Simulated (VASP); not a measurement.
Data:

```
CELL_PARAMETERS angstrom
      0.00000     2.66003     2.66003
      2.66003     0.00000     2.66003
      2.66003     2.66003     0.00000
ATOMIC_POSITIONS crystal
  Ce 0.00000 0.00000 0.00000
  O  0.25000 0.25000 0.25000
  O  0.75000 0.75000 0.75000
```

All values below come from LDA (Ceperley-Alder, Perdew-Zunger), VASP's LDA PAW potentials (set 64) (plane waves; VASP). Run with 620 eV cut-off, 7×7×7 Γ-centred mesh, Gaussian smearing of 0.050 eV, potentials Ce O.

### Question
Predict the energy per atom (σ→0), pressure.

### Answer

The energy per atom (σ→0) is -9.615 eV/atom. The pressure comes out as 4.95 GPa.

The compound is CeO2 in the fluorite structure. It was relaxed first under an external pressure of 5 GPa. The run is not spin-polarised, so no magnetic state was tried.
